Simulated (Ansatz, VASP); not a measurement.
**GaSn: VASP beside Ansatz**

One calculation is typed for both programs; each brings its own data sets. How far apart do they land? The cell is generated by rule, not measured, and may not be a known phase. The cell is taken from a series of runs on this material, whose earlier steps may have relaxed, scaled, displaced or heated it; both programs get it as it stands.

Method: plane waves, with VASP 6.6.1 beside it; LDA, in Ansatz 0.2.0.

The structure was built from a prototype and need not be the compound's stable phase.

## Step 1: Starting point

It takes space group Fm-3m (No. 225, cubic). The conventional cell has a = 4.288 Å, b = 4.288 Å, c = 4.288 Å, α = 90.00°, β = 90.00°, γ = 90.00°. Nearest to Sn lie 6 Ga at 2.14 Å. Nearest to Ga lie 6 Sn at 2.14 Å. Farther neighbours are not listed.

## Step 2: Ansatz: single point, LDA

Ansatz runs on norm-conserving files, of PseudoDojo where its log says so.

A single point takes one fixed geometry, so differences don't come from the geometry; what else differs is listed under the comparison.

File input.yaml:

```yaml
crystal:
  lattice:
    - [0.0, 2.14418, 2.14418]
    - [2.14418, 0.0, 2.14418]
    - [2.14418, 2.14418, 0.0]
  atoms:
    - { symbol: Sn, position: [0.5, 0.5, 0.5] }
    - { symbol: Ga, position: [0.0, 0.0, 0.0] }
kpoints:
  mp_grid: { grid: [8, 8, 8] }
hamiltonian:
  xc: lda
  pseudopotentials: { kind: nc }
scf:
  occupations: { method: gaussian, width: 0.1 }
output:
  forces: true
  stress: true
  eigenvalues: true
```

Run with:

```
$ ansatz run input.yaml --threads 4 --pin off --max-ram 7168MiB --backend cpu --events-out ev --progress --plain --runs-dir out
```

The log of the run:

```text
Engine: ansatz 0.2.0, aarch64-unknown-linux-gnu
Pseudopotentials: kind: nc
Pseudopotential: Sn, nc, valence charge 14, recommended cutoff 979.609905 eV (normal), Sn.nc.azcp (PseudoDojo's, or run here from an input of PseudoDojo's: the run reads no file of this project's for it)
Pseudopotential: Ga, nc, valence charge 13, recommended cutoff 1088.45545 eV (normal), Ga.nc.azcp (PseudoDojo's, or run here from an input of PseudoDojo's: the run reads no file of this project's for it)
Functional definition: SPW92
  exchange = slater_x
  correlation = pw_c
Crystal: 2 atoms, lattice volume = 19.716 Å³
Basis set: ecut = 1088.45545 eV, 1639 PW (Γ)
Bands: 18, of which v1, the nominal top of the filled ones, is band 14 counted from 1 (13 counted from 0)
Symmetry: 48 space group operations
Space group: Fm-3m (ITA 225), of the structure as read, at distance tolerance 2.7e-5 Å
k-points: 29 of 512
Non-local potential: Sn, projectors of the file, l = 0: 2, l = 1: 2, l = 2: 2
Non-local potential: Ga, projectors of the file, l = 0: 2, l = 1: 2, l = 2: 2
Initial density: superposition of atomic densities (chi_scale 0.1, normalization cell, long waves kept (reshape's long-wave potential 0.00 eV rms))
Initial wavefunctions: pseudopotential atomic-orbital guess
Functional: x = slater, c = lda
SCF iter   1: F=—  HF=-4204.001559 eV  |F-HF|=—  |Δ(HF+E_count)|=         —  Δρ=8.70e-2  dr2=8.45e-1  ethr=3.10e-3  ⟨swp⟩=5.8  Hψ=2693  notcnv=0
preconditioner: auto → none  [insulator: Δε(μ)=0.648 eV  Ē_g=25.311 eV  σ=0.100 eV  W_gap=0.83  n_scr=8 (ndim 8)  ℏωp=43.5 eV  f_vac=0.000  D(μ)=0.45/eV (n_scr^D=0)  ε∞_Penn≈3.9]
SCF iter   2: F=—  HF=-4203.635394 eV  |F-HF|=—  |Δ(HF+E_count)|=   3.66e-1  Δρ=2.17e-2  dr2=4.09e-2  ethr=3.10e-3  ⟨swp⟩=2.7  Hψ=1224  notcnv=0  defer=18
SCF iter   3: F=—  HF=-4203.626718 eV  |F-HF|=—  |Δ(HF+E_count)|=   8.68e-3  Δρ=7.52e-3  dr2=3.28e-3  ethr=1.52e-4  ⟨swp⟩=2.1  Hψ=878  notcnv=0  defer=18
SCF iter   4: F=—  HF=-4203.626448 eV  |F-HF|=—  |Δ(HF+E_count)|=   2.70e-4  Δρ=6.41e-4  dr2=3.01e-5  ethr=1.22e-5  ⟨swp⟩=1.0  Hψ=504  notcnv=0  defer=18
SCF iter   5: F=—  HF=-4203.626431 eV  |F-HF|=—  |Δ(HF+E_count)|=   1.68e-5  Δρ=9.67e-5  dr2=1.38e-6  ethr=1.12e-7  ⟨swp⟩=2.1  Hψ=858  notcnv=0  defer=18
SCF iter   6: F=-4203.626431 eV  HF=-4203.626431 eV  |F-HF|=3.81e-8  |Δ(HF+E_count)|=   3.97e-7  Δρ=2.30e-5  dr2=5.75e-8  ethr=3.70e-10  ⟨swp⟩=11.0  Hψ=3061  notcnv=0
SCF 1 converged in 6 iterations: F = -4203.626431 eV  dr2 = 5.75e-8
SCF converged after 6 iterations
Free energy (F): -4203.626431 eV
Harris-Foulkes:  -4203.626431 eV  (|F-HF|=3.81e-8)
Internal energy: -4203.623962 eV  (E = F + TS)
E sigma→0 (E₀):  -4203.625196 eV
Entropy (-TS):   -0.002469 eV (-1.235 meV/atom)
Fermi energy:    30.213447 eV
--- Per-component energies (eV) ---
  E_band       = 333.213195
  E_kinetic    = 2994.935146
  E_local      = -1571.271752  (includes V_loc(G=0)·N_el)
  E_nonlocal   = -1604.949954
  E_hartree    = 624.049089
  E_xc         = -1170.786839
  E_vxc        = -733.600312  (∫ρ·V_xc dr)
  E_ewald      = -3475.599651
  E_smearing   = -0.002469  (= −TS)
  E_closure    = -0.000000  (closes the sum)
  Σ components = -4203.626431   (vs F -4203.626431, Δ=0.00e0)
--- Forces (eV/Å), atoms counted from 1 ---
  atom   1  Sn     0.00000000    -0.00000000    -0.00000000
  atom   2  Ga    -0.00000000     0.00000000     0.00000000
  max |Σ_I F_I| component: 1.51e-28 eV/Å
--- Stress (GPa, compression-positive) ---
      348.976679       0.000000       0.000000
       -0.000000     348.976679       0.000000
        0.000000      -0.000000     348.976679
  P = ⅓ Tr σ = 348.9767 GPa (3489.767 kbar)
--- Band table (eV; the first three rows and the last of 29) ---
  k-point 0: bands = [... 10 lower, 12.5945, 32.7146, 32.7146, 32.7146, 36.5006, 39.6540, 39.6540, 39.6540]
  k-point 1: bands = [... 10 lower, 12.4480, 29.9833, 32.6860, 32.6860, 36.0881, 39.9820, 39.9820, 40.9775]
  k-point 2: bands = [... 10 lower, 12.1699, 25.3138, 32.7643, 32.7643, 36.1108, 37.8733, 37.8733, 39.8839]
  k-point 28: bands = [... 10 lower, 21.3981, 21.3981, 22.0025, 22.3363, 39.2571, 39.2571, 39.6825, 39.9444]
```

The run ends at a pressure of 348.98 GPa.

## Step 3: VASP: single point, LDA

The same cell, functional (in two slightly different forms), mesh and smearing now go to VASP, with its own data sets.

Lines of VASP's logs that name or quote its potential files are left out, and so is its time.

File INCAR:

```
SYSTEM = GaSn
PREC = Accurate
ENCUT = 500
EDIFF = 1E-06
NELM = 120
ISMEAR = 0
SIGMA = 0.1
LREAL = .FALSE.
ALGO = Normal
GGA = PW92
NBANDS = 19
LORBIT = 11
LWAVE = .FALSE.
LCHARG = .FALSE.
ISIF = 2
LASPH = .TRUE.
GGA_COMPAT = .FALSE.
```

File POSCAR:

```
GaSn
1.0
    0.0000000000      2.1441800000      2.1441800000
    2.1441800000      0.0000000000      2.1441800000
    2.1441800000      2.1441800000      0.0000000000
Sn Ga
1 1
Direct
    0.5000000000      0.5000000000      0.5000000000
    0.0000000000      0.0000000000      0.0000000000
```

File KPOINTS:

```
Automatic mesh
0
Gamma
8 8 8
0 0 0
```

The projector-augmented-wave data sets are Sn_d and Ga_d (LDA family, release 64).

Run with:

```
$ mpirun -np 1 vasp_std
```

The log of the run:

```text
[banner, memory and clock lines left out]
running    1 mpi-ranks, on    1 nodes
 distrk:  each k-point on    1 cores,    1 groups
 distr:  one band on    1 cores,    1 groups

 POSCAR found type information on POSCAR SnGa
 POSCAR found :  2 types and       2 ions
|                                                                             |
|               ----> ADVICE to this user running VASP <----                  |
|                                                                             |
|     You enforced a specific xc type in the INCAR file but a different       |
|     [... a line on the potential file left out ...]
|     I HOPE YOU KNOW WHAT YOU ARE DOING!                                     |
|                                                                             |

 LDA part: xc-table for (Slater(with rela. corr.)+PW92), standard interpolation
 POSCAR, INCAR and KPOINTS ok, starting setup
 FFT: planning ... GRIDC
 FFT: planning ... GRID_SOFT
 FFT: planning ... GRID
 WAVECAR not read
 entering main loop
       N       E                     dE             d eps       ncg     rms          rms(c)
DAV:   1     0.156629495714E+03    0.15663E+03   -0.13158E+04  1278   0.290E+03
DAV:   2     0.142500032786E+02   -0.14238E+03   -0.13901E+03  1105   0.420E+02
DAV:   3     0.406019648370E+01   -0.10190E+02   -0.10144E+02  1227   0.107E+02
DAV:   4     0.388708656126E+01   -0.17311E+00   -0.17300E+00  1261   0.142E+01
DAV:   5     0.388259835864E+01   -0.44882E-02   -0.44870E-02  1350   0.219E+00    0.843E+00
DAV:   6     0.439227670268E+01    0.50968E+00   -0.11867E-01  1583   0.979E+00    0.459E+00
DAV:   7     0.466157010088E+01    0.26929E+00   -0.10518E-01  1844   0.661E+00    0.266E-01
DAV:   8     0.466682168870E+01    0.52516E-02   -0.74794E-03  1448   0.135E+00    0.144E-01
DAV:   9     0.466763113780E+01    0.80945E-03   -0.94434E-04  1504   0.465E-01    0.800E-02
DAV:  10     0.466763675083E+01    0.56130E-05   -0.19600E-05  1649   0.914E-02    0.211E-02
DAV:  11     0.466764753568E+01    0.10785E-04   -0.11348E-05  1482   0.805E-02    0.377E-03
DAV:  12     0.466764749753E+01   -0.38144E-07   -0.42587E-07   746   0.839E-03
   1 F= 0.46676475E+01 E0= 0.46688058E+01  d E =-.231652E-02
```

From OUTCAR (step 3):

```text
ion  position               nearest neighbor table
   1  0.500  0.500  0.500-   2 2.14   2 2.14   2 2.14   2 2.14   2 2.14   2 2.14
   2  0.000  0.000  0.000-   1 2.14   1 2.14   1 2.14   1 2.14   1 2.14   1 2.14

  LATTYP: Found a face centered cubic cell.
 ALAT       =     4.2883600000

 Subroutine GETGRP returns: Found 48 space group operations
 (whereof 48 operations were pure point group operations)

The static configuration has the point symmetry O_h .

 Found     29 irreducible k-points:

   k-points           NKPTS =     29   k-points in BZ     NKDIM =     29   number of bands    NBANDS=     19

   dimension x,y,z NGX =    24 NGY =   24 NGZ =   24
   dimension x,y,z NGXF=    48 NGYF=   48 NGZF=   48

   ENCUT  =  500.0 eV  36.75 Ry    6.06 a.u.   5.53  5.53  5.53*2*pi/ulx,y,z

   NELECT =      27.0000    total number of electrons

 k-points in reciprocal lattice and weights: Automatic mesh
   0.00000000  0.00000000  0.00000000       0.002
   0.12500000  0.00000000  0.00000000       0.016
   0.25000000  0.00000000  0.00000000       0.016
   0.37500000  0.00000000  0.00000000       0.016
   0.50000000  0.00000000  0.00000000       0.008
   0.12500000  0.12500000  0.00000000       0.012
   0.25000000  0.12500000  0.00000000       0.047
   0.37500000  0.12500000  0.00000000       0.047
   0.50000000  0.12500000  0.00000000       0.047
[...]
-0.37500000  0.50000000  0.12500000       0.023
  -0.25000000  0.50000000  0.25000000       0.012

 average (electrostatic) potential at core
       1 -87.4192       2 -53.2421

 E-fermi :  21.2994

 k-point     1 :       0.0000    0.0000    0.0000
  band No.  band energies     occupation
    ...
      7       3.4300      2.00000
      8       3.4300      2.00000
      9       3.4300      2.00000
     10       3.9458      2.00000
     11       3.9458      2.00000
     12      23.6106      0.00000
     13      23.6106      0.00000
     14      23.6106      0.00000
     15      26.9663      0.00000
     16      30.9231      0.00000
    ...

 k-point     2 :       0.1250    0.0000    0.0000
  band No.  band energies     occupation
    ...
      8       3.3971      2.00000
      9       3.3971      2.00000
     10       3.7930      2.00000
     11       3.7930      2.00000
     12      20.9999      1.99998
     13      23.6419      0.00000
     14      23.6419      0.00000
     15      26.7087      0.00000
     16      30.9435      0.00000
     17      30.9435      0.00000
    ...

 k-point     3 :       0.2500    0.0000    0.0000
  band No.  band energies     occupation
    ...
      8       3.2763      2.00000
      9       3.4333      2.00000
     10       3.4520      2.00000
     11       3.4520      2.00000
     12      16.4117      2.00000
     13      23.8213      0.00000
     14      23.8213      0.00000
     15      26.7949      0.00000
     16      28.8746      0.00000
     17      28.8746      0.00000
    ...

  Total       43.7129619     43.7129619     43.7129619      0.0000000     -0.0000000      0.0000000
  in kB     3552.2792444   3552.2792444   3552.2792444      0.0000000     -0.0000000      0.0000000
  external PRESSURE =    3552.2792444 kB  Pullay stress =       0.0000000 kB

  energy-cutoff  :      500.00
  volume of cell :       19.72
      direct lattice vectors                 reciprocal lattice vectors
     0.000000000  2.144180000  2.144180000    -0.233189378  0.233189378  0.233189378
     2.144180000  0.000000000  2.144180000     0.233189378 -0.233189378  0.233189378
     2.144180000  2.144180000  0.000000000     0.233189378  0.233189378 -0.233189378

 POSITION                                       TOTAL-FORCE (eV/Angst)
 -----------------------------------------------------------------------------------
      2.14418      2.14418      2.14418        -0.000000     -0.000000      0.000000
      0.00000      0.00000      0.00000         0.000000      0.000000      0.000000
 -----------------------------------------------------------------------------------
    total drift:                                0.000000     -0.000000     -0.000000

  FREE ENERGIE OF THE ION-ELECTRON SYSTEM (eV)
  ---------------------------------------------------
  free  energy   TOTEN  =         4.6676474975 eV

  energy  without entropy=        4.6699640196  energy(sigma->0) =        4.66880576

 total charge
# of ion       s       p       d       tot
------------------------------------------
    1        1.313   2.393  10.498  14.204
    2        1.165   1.932  10.319  13.417
--------------------------------------------------
tot          2.478   4.325  20.817  27.621

[... 3 further parts left out ...]
```

The run ends at a pressure of 355.23 GPa.

## Step 4: Comparison

Known differences besides the potentials themselves: the cutoff is 1088.46 eV in Ansatz and 500 eV in VASP; VASP's log shows a relativistic correction to its local exchange, Ansatz's none. Total energies have different zeros and are not compared.

Compared:

```tsv
quantity	Ansatz	VASP	difference
pressure (GPa)	348.98	355.23	-6.25
```

## Step 5: Summary of results

```
difference in pressure (single point, LDA) : -6.3 GPa
```

**Reading.** The difference in pressure is -6.3 GPa (single point, LDA), beyond the 1 GPa picked in this series as the mark of a large difference. Such differences can come from data sets, numerical settings and the points named under the comparisons, not from the functional's error against experiment.

[Lines on the potential files, build, host, timing and source positions are cut from VASP's logs without a mark.]

[Logs are printed without paths, hosts, clocks, repeated set-up lines and the standing remarks that a program may print on its own settings, such as how far it seeks lower states.]

[Hosts, paths, dates, database ids (printed as entryN), source tags and the programs' standing remarks are cut or masked in the printed files.]
